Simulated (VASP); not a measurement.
Here is the system:

```yaml
crystal:
  lattice:
    - [2.09389, 1.20891, 6.89503]
    - [-2.09389, 1.20891, 6.89503]
    - [0.00000, -2.41781, 6.89503]
  atoms:
    - { symbol: Ga, position: [0.11695, 0.11695, 0.11695] }
    - { symbol: Ga, position: [0.63219, 0.63219, 0.63219] }
    - { symbol: Bi, position: [0.50118, 0.50118, 0.50118] }
    - { symbol: As, position: [0.99967, 0.99967, 0.99967] }
```

Calculation: LDA (Ceperley-Alder, Perdew-Zunger), VASP's LDA PAW potentials (set 64) (plane waves; VASP). Numerical set-up: 400 eV cut-off, 10×10×10 Γ-centred mesh, tetrahedra with Blöchl corrections, potentials Ga_d Bi_d As.

Unless said otherwise, spin-orbit coupling is left out, though it shifts the bands of the heavy elements here.

Task: What does the run give for the energy per atom (σ→0), band gap (on the k-mesh) with the smallest direct gap where there is one?

Result: 
```
Property                                                    Result
------------------------  ----------------------------------------
band gap (on the k-mesh)  none (metal, semimetal or under 0.01 eV)
energy per atom (σ→0)                               -4.357 eV/atom
```

Only differences to runs with the same potentials and settings are physical.

The structure comes from a computed database's Ga2BiAs entry (R3m); how it stands against other phases isn't given here. It was relaxed first, which changed the volume by -9 %.
